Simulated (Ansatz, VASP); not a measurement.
## B2O3 (glassy B2O3) in two plane-wave programs

Aim: how closely do two programs agree when they are given the same cell, functional and k mesh? The cell is taken from a series of runs on this material, whose earlier steps may have relaxed, scaled, displaced or heated it; both programs get it as it stands.

Main program and level: Ansatz 0.2.0; plane waves, with VASP 6.6.1 beside it; single point at r2SCAN.

## Step 1: Starting point

The cell holds 130 atoms: 52 B and 78 O. Its edges and angles: a = 11.435 Å, b = 11.435 Å, c = 11.435 Å, α = 90.0°, β = 90.0°, γ = 90.0°. As first built, before any earlier steps moved the atoms (in the runner's words): 130 atoms (52 B, 78 O) placed at random at 1.93 g/cm^3, melted at 3000 K for 20 ps at fixed volume with the Buckingham and Coulomb pair potential of Guillot and Sator (Geochim. Cosmochim. Acta 71, 1249 (2007)) with the boron terms of Wang et al. (J. Non-Cryst. Solids 498, 294 (2018)). Quenched from 3000 K to 300 K at 20 K/ps and fixed volume, held 10 ps at zero pressure.

## Step 2: Ansatz: single point, r2SCAN

Ansatz runs on its default PAW (the set named soft_2) files.

A single point gives forces, pressure and levels at one fixed geometry, so differences don't come from the geometry; what else differs is listed under the comparison.

Input file input.yaml:

```yaml
crystal:
  lattice:
    - [11.43473, 0.0, 0.0]
    - [0.0, 11.43473, 0.0]
    - [0.0, 0.0, 11.43473]
  atoms:
    - { symbol: B, position: [0.53157, 0.69807, 0.9428] }
    - { symbol: B, position: [0.41129, 0.26164, 0.58626] }
    - { symbol: B, position: [0.25368, 0.58442, 0.52207] }
    - { symbol: B, position: [0.73033, 0.25483, 0.9131] }
    - { symbol: B, position: [0.14759, 0.15471, 0.22278] }
    - { symbol: B, position: [0.92768, 0.71579, 0.02254] }
    - { symbol: B, position: [0.8754, 0.60417, 0.4288] }
    - { symbol: B, position: [0.73578, 0.30276, 0.37642] }
    - { symbol: B, position: [0.61278, 0.9693, 0.81737] }
    - { symbol: B, position: [0.29434, 0.79631, 0.61311] }
    - { symbol: B, position: [0.80573, 0.47371, 0.87691] }
    - { symbol: B, position: [0.39316, 0.40672, 0.19874] }
    - { symbol: B, position: [0.07799, 0.38628, 0.21321] }
    - { symbol: B, position: [0.6718, 0.41565, 0.17052] }
    - { symbol: B, position: [0.86299, 0.09427, 0.36326] }
    - { symbol: B, position: [0.52931, 0.03542, 0.21778] }
    - { symbol: B, position: [0.00802, 0.37137, 0.94091] }
    - { symbol: B, position: [0.43708, 0.04875, 0.94767] }
    - { symbol: B, position: [0.00376, 0.98661, 0.8044] }
    - { symbol: B, position: [0.14312, 0.80065, 0.35249] }
    - { symbol: B, position: [0.97275, 0.14366, 0.98168] }
    - { symbol: B, position: [0.91886, 0.91823, 0.23024] }
    - { symbol: B, position: [0.57325, 0.81924, 0.15] }
    - { symbol: B, position: [0.19616, 0.37269, 0.58238] }
    - { symbol: B, position: [0.45348, 0.08024, 0.42905] }
    - { symbol: B, position: [0.71159, 0.09662, 0.08614] }
    - { symbol: B, position: [0.10164, 0.01017, 0.40868] }
    - { symbol: B, position: [0.07556, 0.96671, 0.08021] }
    - { symbol: B, position: [0.36462, 0.7729, 0.29825] }
    - { symbol: B, position: [0.26062, 0.67339, 0.89793] }
[... 94 atom lines left out ...]
    - { symbol: O, position: [0.099, 0.32128, 0.63843] }
    - { symbol: O, position: [0.76868, 0.56968, 0.81298] }
    - { symbol: O, position: [0.01343, 0.89694, 0.15765] }
    - { symbol: O, position: [0.96886, 0.26192, 0.97454] }
    - { symbol: O, position: [0.09543, 0.02282, 0.73624] }
    - { symbol: O, position: [0.81487, 0.87275, 0.59238] }
kpoints:
  mp_grid: { grid: [1, 1, 1] }
hamiltonian:
  xc: r2scan
scf:
  occupations: { method: fixed }
output:
  forces: true
```

Started as:

```sh
ansatz run input.yaml --threads 4 --pin off --max-ram 8192MiB --backend cpu --events-out ev --progress --plain --runs-dir out
```

Numbers of over 12 decimals in the logs are rounded to 6 here.

What it wrote:

```text
Engine: ansatz 0.2.0, x86_64-unknown-linux-gnu
Pseudopotentials: kind: paw
Pseudopotential: B, paw, valence charge 3, recommended cutoff 500 eV (meta_gga), B.paw.azcp
Pseudopotential: O, paw, valence charge 6, recommended cutoff 500 eV (meta_gga), O.paw.azcp
Functional definition: r2SCAN
  parameter k0 = 0.174
  parameter k1 = 0.065
  parameter a1 = 4.9479
  exchange = r2scan_x(k0 = k0, k1 = k1, a1 = a1)
  correlation = r2scan_c
Crystal: 130 atoms, lattice volume = 1495.126 Å³
Basis set: ecut = 500 eV, 37993 PW (Γ), exchange–correlation on 360×360×360 points (64 copies of the dense FFT grid, shifted against one another)
Bands: 442, of which v1, the nominal top of the filled ones, is band 312 counted from 1 (311 counted from 0)
Symmetry: 1 space group operations
Space group: P1 (ITA 1), of the structure as read, at distance tolerance 1.1e-4 Å
k-points: 1
Non-local potential: B, projectors of the file, l = 0: 2, l = 1: 2, l = 2: 1
Non-local potential: O, projectors of the file, l = 0: 2, l = 1: 2, l = 2: 1
PAW form: soft (Blöchl's): semilocal exchange-correlation on the pseudo side does not see the compensation charge
PAW frozen core: B, regenerated for the run's functional (the file was generated under x = pbe(κ = 0.804, μ = 0.219515), c = pbe(β = 0.066725))
PAW frozen core: O, regenerated for the run's functional (the file was generated under x = pbe(κ = 0.804, μ = 0.219515), c = pbe(β = 0.066725))
PAW one-centre angular grid: B, 302 points (default); XC on 160 Gauss nodes
PAW one-centre angular grid: O, 302 points (default); XC on 160 Gauss nodes
Initial density: superposition of atomic densities (neutral atoms: chi_scale 0, normalization atom), corrected by the library's trained network
Initial wavefunctions: pseudopotential atomic-orbital guess
Functional: x = r2scan, c = r2scan; τ floored in thin density (d = 2e-4 eV/Å³)
SCF iter   1: F=—  HF=-52587.002203 eV  |F-HF|=—  |Δ(HF+E_count)|=         —  Δρ=9.02e-3  dr2=1.08e0  dr2_τ=1.34e1  ethr=1.77e-3  ⟨swp⟩=6.0  Hψ=1427  notcnv=0  defer=128
preconditioner: auto → Resta (q_TF=auto, 2.359 Å⁻¹)  ε∞=2.8  [insulator: Δε(μ)=5.754 eV  Ē_g=18.042 eV  n_scr=340 (ndim 8)  ℏωp=24.0 eV  f_vac=0.181  ε∞_Penn≈2.8]
SCF iter   2: F=—  HF=-52591.031815 eV  |F-HF|=—  |Δ(HF+E_count)|=    4.03e0  Δρ=5.22e-3  dr2=2.54e-1  dr2_τ=2.28e-2  ethr=1.73e-4  ⟨swp⟩=3.0  Hψ=767  notcnv=0  defer=128
SCF iter   3: F=—  HF=-52591.003870 eV  |F-HF|=—  |Δ(HF+E_count)|=   2.79e-2  Δρ=1.06e-3  dr2=1.47e-2  dr2_τ=3.67e-3  ethr=4.07e-5  ⟨swp⟩=4.0  Hψ=528  notcnv=0  defer=94
automatic band count: iteration 3 solves 408 bands in place of 442: the levels show a gap, and the empty bands left out lie too high to hold charge; the band table lists the bands solved (type scf.n_extra_bands for more)
SCF iter   4: F=—  HF=-52591.005076 eV  |F-HF|=—  |Δ(HF+E_count)|=   1.21e-3  Δρ=2.85e-4  dr2=7.99e-4  dr2_τ=1.34e-4  ethr=2.35e-6  ⟨swp⟩=3.0  Hψ=631  notcnv=0  defer=94
SCF iter   5: F=—  HF=-52591.005391 eV  |F-HF|=—  |Δ(HF+E_count)|=   3.15e-4  Δρ=1.30e-4  dr2=2.15e-4  dr2_τ=2.61e-5  ethr=1.28e-7  ⟨swp⟩=2.0  Hψ=628  notcnv=0  defer=94
SCF iter   6: F=—  HF=-52591.005476 eV  |F-HF|=—  |Δ(HF+E_count)|=   8.50e-5  Δρ=3.86e-5  dr2=2.53e-5  dr2_τ=1.80e-6  ethr=3.45e-8  ⟨swp⟩=2.0  Hψ=572  notcnv=0  defer=94
SCF iter   7: F=—  HF=-52591.009445 eV  |F-HF|=—  |Δ(HF+E_count)|=   3.97e-3  Δρ=1.35e-5  dr2=2.60e-6  dr2_τ=2.06e-7  ethr=4.06e-9  ⟨swp⟩=2.0  Hψ=719  notcnv=0  defer=94
SCF iter   8: F=—  HF=-52591.009447 eV  |F-HF|=—  |Δ(HF+E_count)|=   1.85e-6  Δρ=7.26e-6  dr2=6.49e-7  dr2_τ=5.98e-8  ethr=4.16e-10  ⟨swp⟩=2.0  Hψ=625  notcnv=0  defer=94
SCF iter   9: F=-52591.009447 eV  HF=-52591.009447 eV  |F-HF|=5.41e-8  |Δ(HF+E_count)|=   1.26e-7  Δρ=1.42e-6  dr2=3.22e-8  dr2_τ=2.60e-9  ethr=1.60e-11  ⟨swp⟩=3.0  Hψ=1383  notcnv=0
SCF 1 converged in 9 iterations: F = -52591.009447 eV  dr2 = 3.22e-8
  greatest PAW one-centre occupation: 0.869 electrons in one spin orbital (limit 2), on the O atom at site 126 (counted from 0), in its partial waves of l = 0
SCF converged after 9 iterations
Free energy (F): -52591.009447 eV
Harris-Foulkes:  -52591.009447 eV  (|F-HF|=5.41e-8)
Internal energy: -52591.009447 eV  (E = F + TS)
E sigma→0 (E₀):  -52591.009447 eV
Fermi energy:    1.044944 eV
--- Per-component energies (eV) ---
  E_band       = -4380.523850
  E_kinetic    = 16191.844764
  E_local      = -44986.668320  (includes V_loc(G=0)·N_el)
  E_nonlocal   = 4283.517899
  E_hartree    = 16417.115031
  E_xc         = -7225.559301
  E_vxc        = -10246.472242  (∫ρ·V_xc dr)
  E_paw        = -16710.578521  (= ΣΔE_a)
  E_vpaw       = -3118.868603  (= ΣTr[D̂ρ^β])
  E_aug_tail   = 0.083641  (compensation charges beyond the density's cutoff)
  E_vtau       = 661.802064  (kinetic-family band-sum trace: ∫τ·v_τ [+ j·A + Jᵃ·Aᵃ] dr)
  E_ewald      = -20557.314262
  E_core_change = -3.450378  (= ΣΔE_core)
  E_smearing   = -0.000000  (= −TS)
  E_closure    = -0.000000  (closes the sum)
  Σ components = -52591.009447   (vs F -52591.009447, Δ=0.00e0)
--- Forces (eV/Å), atoms counted from 1 ---
  atom   1  B      0.65306654    -0.70973788     0.59805383
  atom   2  B     -1.83944342     0.12780349     0.80231812
  atom   3  B      2.62128196    -0.05329666     0.35754387
  atom   4  B      1.65976765    -0.63524760    -0.87830567
  atom   5  B      1.75360451     1.69346822    -0.01380257
  atom   6  B     -1.34861744     0.80210108    -2.09088908
  atom   7  B      0.47475981     1.16171948     0.08439893
  atom   8  B     -1.14013166     0.37877839     0.05135035
  atom   9  B      0.28205848    -3.54506068     1.22904314
  atom  10  B     -0.13642060    -0.09800624     0.87747037
  atom  11  B      1.36237921    -2.25432434     0.31133603
  atom  12  B     -1.06737738     0.07195564     0.48248688
  atom  13  B     -1.51102886     1.00786369     0.39870550
  atom  14  B      1.56514563     0.09437894     0.46054802
  atom  15  B     -1.85393124    -0.64022149     0.84398856
  atom  16  B      2.15938347    -1.24239333     0.85205351
  atom  17  B     -1.25692620     1.26672734    -1.09459461
  atom  18  B     -1.41553793    -2.19215375    -0.03582505
  atom  19  B      0.19580737    -0.42172191     1.32182306
  atom  20  B      1.29505232     0.63263478    -0.16199920
  atom  21  B      3.59471783    -2.28510230    -1.62602635
  atom  22  B     -1.69357852     0.58919102     1.35947049
  atom  23  B      0.92017510    -0.65738871     0.05585991
  atom  24  B      0.22132374    -0.97366769     1.38514337
[...]
atom 123  O      0.30605528     0.12508796     0.65912314
  atom 124  O      0.41711265    -0.87578903    -0.42871129
  atom 125  O      0.72942183    -0.23938116    -0.39178884
  atom 126  O     -0.26356441     0.01755299    -0.44495540
  atom 127  O      0.48431516    -0.24191646    -0.30766083
  atom 128  O      0.05831407    -0.27891458     0.23116762
  atom 129  O      0.58521386     0.26729714    -1.33243618
  atom 130  O     -1.42325559    -0.51507060    -0.36470798
  max |Σ_I F_I| component: 1.47e-4 eV/Å
```

## Step 3: VASP: single point, r2SCAN

The same cell, functional and mesh now go to VASP, with its own data sets.

Lines of VASP's logs that name or quote its potential files are left out, and so is its time.

Input file INCAR:

```
SYSTEM = B2O3
PREC = Accurate
ENCUT = 580
EDIFF = 1E-06
NELM = 120
ISMEAR = 0
SIGMA = 0.01
LREAL = Auto
ALGO = Normal
METAGGA = R2SCAN
LASPH = .TRUE.
NBANDS = 416
LORBIT = 11
LWAVE = .FALSE.
LCHARG = .FALSE.
ISIF = 2
GGA_COMPAT = .FALSE.
EFERMI = MIDGAP
LMIXTAU = .TRUE.
NCORE = 4
```

Input file POSCAR:

```
B2O3
1.0
   11.4347300000      0.0000000000      0.0000000000
    0.0000000000     11.4347300000      0.0000000000
    0.0000000000      0.0000000000     11.4347300000
B O
52 78
Direct
    0.5315700000      0.6980700000      0.9428000000
    0.4112900000      0.2616400000      0.5862600000
    0.2536800000      0.5844200000      0.5220700000
    0.7303300000      0.2548300000      0.9131000000
    0.1475900000      0.1547100000      0.2227800000
    0.9276800000      0.7157900000      0.0225400000
    0.8754000000      0.6041700000      0.4288000000
    0.7357800000      0.3027600000      0.3764200000
    0.6127800000      0.9693000000      0.8173700000
    0.2943400000      0.7963100000      0.6131100000
    0.8057300000      0.4737100000      0.8769100000
    0.3931600000      0.4067200000      0.1987400000
    0.0779900000      0.3862800000      0.2132100000
    0.6718000000      0.4156500000      0.1705200000
    0.8629900000      0.0942700000      0.3632600000
    0.5293100000      0.0354200000      0.2177800000
    0.0080200000      0.3713700000      0.9409100000
    0.4370800000      0.0487500000      0.9476700000
    0.0037600000      0.9866100000      0.8044000000
    0.1431200000      0.8006500000      0.3524900000
    0.9727500000      0.1436600000      0.9816800000
    0.9188600000      0.9182300000      0.2302400000
    0.5732500000      0.8192400000      0.1500000000
    0.1961600000      0.3726900000      0.5823800000
    0.4534800000      0.0802400000      0.4290500000
    0.7115900000      0.0966200000      0.0861400000
    0.1016400000      0.0101700000      0.4086800000
    0.0755600000      0.9667100000      0.0802100000
    0.3646200000      0.7729000000      0.2982500000
    0.2606200000      0.6733900000      0.8979300000
[... 94 atom lines left out ...]
    0.0990000000      0.3212800000      0.6384300000
    0.7686800000      0.5696800000      0.8129800000
    0.0134300000      0.8969400000      0.1576500000
    0.9688600000      0.2619200000      0.9745400000
    0.0954300000      0.0228200000      0.7362400000
    0.8148700000      0.8727500000      0.5923800000
```

Input file KPOINTS:

```
Automatic mesh
0
Gamma
1 1 1
0 0 0
```

The projector-augmented-wave data sets are B and O (PBE family, release 64).

Started as:

```sh
mpirun -np 16 vasp_gam
```

What it wrote:

```text
[banner, memory and clock lines left out]
running   16 mpi-ranks, on    1 nodes
[...]
|                                                                             |
|               ----> ADVICE to this user running VASP <----                  |
|                                                                             |
|     You enforced a specific xc type in the INCAR file but a different       |
|     [... a line on the potential file left out ...]
|     I HOPE YOU KNOW WHAT YOU ARE DOING!                                     |
|                                                                             |

 LDA part: xc-table for (None), standard interpolation
 POSCAR, INCAR and KPOINTS ok, starting setup
[...]
entering main loop
       N       E                     dE             d eps       ncg     rms          rms(c)
DAV:   1     0.578439544779E+04    0.57844E+04   -0.40478E+05   840   0.165E+03
DAV:   2    -0.911884594399E+03   -0.66963E+04   -0.63984E+04  1032   0.403E+02
DAV:   3    -0.143733171899E+04   -0.52545E+03   -0.52031E+03   976   0.117E+02
DAV:   4    -0.144699661060E+04   -0.96649E+01   -0.96254E+01   976   0.169E+01
[...]
DAV:  23    -0.115344834631E+04   -0.98385E-05   -0.14797E-05   880   0.108E-02    0.153E-03
DAV:  24    -0.115344835222E+04   -0.59148E-05   -0.21014E-06   616   0.418E-03    0.102E-03
DAV:  25    -0.115344835300E+04   -0.77560E-06   -0.74255E-07   584   0.225E-03
   1 F= -.11534484E+04 E0= -.11534484E+04  d E =0.000000E+00
```

Parts of OUTCAR (step 3):

```text
  FREE ENERGIE OF THE ION-ELECTRON SYSTEM (eV)
  ---------------------------------------------------
  free  energy   TOTEN  =     -1153.4483529960 eV

  energy  without entropy=    -1153.4483529960  energy(sigma->0) =    -1153.44835300
```

The run ends at a pressure of -13.85 GPa, with forces up to 4.5 eV/Å.

## Step 4: Differences

Known differences besides the potentials themselves: VASP keeps PBE cores, Ansatz makes them for the functional; fixed occupations in Ansatz, narrow Gaussian smearing in VASP; the cutoff is 500 eV in Ansatz and 580 eV in VASP (PREC = Accurate, projectors in real space). Total energies have different zeros and are not compared.

Both answers:

```
              quantity  Ansatz   VASP  difference
gap on the k mesh (eV)   5.569  5.575      -0.006
```

Forces on 8 of the 130 atoms, those with the largest forces and the largest differences (eV/Å; atoms numbered as in POSCAR):

```
atom         Ansatz x, y, z           VASP x, y, z
  B3   2.621, -0.053, 0.358   2.547, -0.011, 0.363
  B9   0.282, -3.545, 1.229   0.317, -3.468, 1.193
 B11   1.362, -2.254, 0.311   1.343, -2.184, 0.308
 B13   -1.511, 1.008, 0.399   -1.491, 0.922, 0.364
 B21  3.595, -2.285, -1.626  3.537, -2.215, -1.596
 B41   -1.474, 2.269, 0.254   -1.407, 2.242, 0.281
 B44   -1.376, 1.930, 1.649   -1.385, 1.868, 1.597
 B50    1.033, 0.146, 2.592    1.022, 0.153, 2.554
```

The forces differ by 24 meV/Å r.m.s., which is 2.8 % of the r.m.s. force of 0.860 eV/Å (both taken over all components). A gap on the mesh is an upper bound, since the band edges may lie between its points.

## Step 5: Results

```
r.m.s. force difference (single point, r2SCAN) : 2.8 % of the r.m.s. force
```

In words: The r.m.s. force difference is 2.8 % of the r.m.s. force (single point, r2SCAN), within the 3 % picked in this series as the mark of a large difference. Such differences can come from data sets, numerical settings and the points named under the comparisons, not from the functional's error against experiment.

[Lines on the potential files, build, host, timing and source positions are cut from VASP's logs without a mark.]

[Logs are printed without paths, hosts, clocks, repeated set-up lines and the standing remarks that a program may print on its own settings, such as how far it seeks lower states.]

[Hosts, paths, dates, database ids (printed as entryN), source tags and the programs' standing remarks are cut or masked in the printed files.]
